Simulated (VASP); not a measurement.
Crystal: Ga2GeO5.

```xyz
16
Lattice="3.0300 0.0000 0.0000 0.0000 8.0800 0.0000 0.0000 0.0000 7.9200" Properties=species:S:1:pos:R:3 pbc="T T T"
Ga    1.5150    4.7729    2.7839
Ga    0.0000    6.0600    0.0000
Ga    1.5150    3.3071    6.7439
Ga    0.0000    2.0200    3.9600
Ge    1.5150    7.3471    5.1361
Ge    1.5150    0.7329    1.1761
O     1.5150    6.0600    3.9600
O     1.5150    5.4281    1.1167
O     1.5150    6.6919    6.8033
O     0.0000    0.2537    4.9682
O     0.0000    3.7863    2.9518
O     1.5150    2.0200    0.0000
O     1.5150    1.3881    2.8433
O     1.5150    2.6519    5.0767
O     0.0000    7.8263    1.0082
O     0.0000    4.2937    6.9118
```

The cell was built by a generator and needn't be a form met in nature.

| Item | Value |
| --- | --- |
| Program | VASP 6.6.1 |
| Task | relaxation of cell and atoms |
| Functional | PBE |
| Potentials or basis | VASP PAW PBE potentials, release 64 (Ga_d, Ge_d, O) |
| Cutoff | 520 eV |
| k mesh | 5 × 2 × 2 |
| Occupations | gaussian, width 0.15 eV |
| Spin | no spin polarisation |

At the start: pressure 5.7 GPa; volume 12.12 Å³/atom.

Problem. How do energy, volume and symmetry change on relaxing?

Solution. Over 14 steps the energy falls by 55.9 meV/atom and the volume is 12.56 Å³/atom (+3.7 %); space group Pmc2_1 (No. 26, to 0.05 Å).

Step by step:
| step | energy change (eV) | largest force (eV/Å) | pressure (GPa) | volume (Å³) |
| --- | --- | --- | --- | --- |
| 1 | 0.0000 | 3.8026 | 5.67 | 193.90 |
| 2 | 2.1691 | 13.9673 | 3.50 | 206.17 |
| 3 | -0.7001 | 1.3865 | 2.32 | 198.06 |
| 4 | -0.7010 | 1.2279 | 2.47 | 197.93 |
| 5 | -0.7498 | 1.3115 | -2.97 | 204.15 |
| 6 | -0.8273 | 0.3729 | -0.86 | 201.30 |
| 7 | -0.8609 | 0.2687 | -0.15 | 200.57 |
| 8 | -0.8628 | 0.3275 | 0.01 | 200.40 |
| 9 | -0.8798 | 0.4270 | 0.24 | 199.99 |
| 10 | -0.8799 | 0.3516 | 0.27 | 200.03 |
| 11 | -0.8896 | 0.2013 | 0.45 | 200.25 |
| 12 | -0.8898 | 0.1663 | 0.38 | 200.22 |
| 13 | -0.8899 | 0.1742 | 0.39 | 200.22 |
| 14 | -0.8939 | 0.0676 | -0.41 | 201.02 |

Final structure:
```cif
data_structure
_symmetry_space_group_name_H-M 'P 1'
_symmetry_Int_Tables_number 1
_cell_length_a 3.0691
_cell_length_b 8.2403
_cell_length_c 7.9485
_cell_angle_alpha 90.000
_cell_angle_beta 90.000
_cell_angle_gamma 90.000
_cell_volume 201.02
loop_
_atom_site_label
_atom_site_type_symbol
_atom_site_fract_x
_atom_site_fract_y
_atom_site_fract_z
_atom_site_occupancy
Ga1 Ga 0.50000 0.58997 0.35011 1
Ga2 Ga 0.00000 0.73824 0.99843 1
Ga3 Ga 0.50000 0.41003 0.85011 1
Ga4 Ga 0.00000 0.26176 0.49843 1
Ge1 Ge 0.50000 0.90439 0.65007 1
Ge2 Ge 0.50000 0.09561 0.15007 1
O1 O 0.50000 0.75611 0.50148 1
O2 O 0.50000 0.68111 0.13615 1
O3 O 0.50000 0.83643 0.86272 1
O4 O 0.00000 0.02452 0.63132 1
O5 O 0.00000 0.46546 0.36971 1
O6 O 0.50000 0.24389 0.00148 1
O7 O 0.50000 0.16357 0.36272 1
O8 O 0.50000 0.31889 0.63615 1
O9 O 0.00000 0.97548 0.13132 1
O10 O 0.00000 0.53454 0.86971 1
```
